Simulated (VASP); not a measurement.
# AlCl: screened Coulomb integrals of an active space by constrained RPA

AlCl, molecule in box, 2 atoms in the cell.

| Functional | Screened U within a state, mean (eV) | Screened U' between states, mean (eV) | Screened J (eV) | Bare U within a state, mean (eV) | Bare U' between states, mean (eV) | Time (s) |
|---|---|---|---|---|---|---|
| LDA | 6.72 | 6.26 | 0.67 | 9.62 | 8.94 | 18 |
| PBE | 6.78 | 6.33 | 0.69 | 9.64 | 8.95 | 21 |
| r2SCAN | 6.97 | 6.56 | 0.74 | 9.61 | 9.00 | 42 |
| PBE0 | 7.43 | 6.97 | 0.73 | 9.59 | 8.94 | 26 |
| HSE06 | 7.13 | 6.73 | 0.74 | 9.56 | 8.96 | 44 |

Limits: the periodic box is only 5.00 Å wide at its narrowest and no larger one was tried.

## Input of the first row

INCAR.step1:
```
SYSTEM = AlCl
  ALGO = Normal
  EDIFF = 1E-7
  ENCUT = 350
  GGA = CA
  ISMEAR = -1
  LASPH = .True.
  LCHARG = .False.
  LWAVE = .True.
  NELM = 150
  PREC = Accurate
  SIGMA = 0.02
```

INCAR.step2, as INCAR.step1 but for:
```
- ALGO = Normal
- NELM = 150
+ ALGO = Exact
+ LOPTICS = .True.
+ NBANDS = 125
+ NELM = 1
```

INCAR.step3:
```
SYSTEM = AlCl
  ALGO = CRPA
  ENCUT = 350
  ENCUTGW = 90
  GGA = CA
  ISMEAR = -1
  LASPH = .True.
  LCHARG = .False.
  LOCALIZED_BASIS = BLOCH
  LWAVE = .False.
  NBANDS = 128
  NCRPA_BANDS = 5 6 7
  NTARGET_STATES = 5 6 7
  PREC = Accurate
  PRECFOCK = Fast
  SIGMA = 0.02
```

KPOINTS:
```
k-points
0
Gamma
  1 1 1
```

POSCAR:
```
AlCl
1.0
    5.0000000000      0.0000000000      0.0000000000
    0.0000000000      5.0000000000      0.0000000000
    0.0000000000      0.0000000000      7.1300000000
Al Cl
1 1
Direct
    0.5000000000      0.5000000000      0.3506232100
    0.5000000000      0.5000000000      0.6493767900
```

Commands (each step's output is kept before the next begins):
```
cat potpaw_LDA.64/Al_GW/POTCAR potpaw_LDA.64/Cl_GW/POTCAR > POTCAR
cp INCAR.step1 INCAR
mpirun -np 4 vasp_std > vasp.out
cp INCAR.step2 INCAR
mpirun -np 4 vasp_std > vasp.out
cp INCAR.step3 INCAR
mpirun -np 4 vasp_std > vasp.out
```

Changes of the last row against the first:
```
(all steps)
- GGA = CA
+ GGA = PE
+ LHFCALC = True
+ HFSCREEN = 0.2
- cat potpaw_LDA.64/Al_GW/POTCAR potpaw_LDA.64/Cl_GW/POTCAR > POTCAR
+ cat potpaw_PBE.64/Al_GW/POTCAR potpaw_PBE.64/Cl_GW/POTCAR > POTCAR
```

VASP 6.6.1 took 18 s on 4 cores (Intel Xeon Platinum 8488C (Sapphire Rapids)), a shared host.
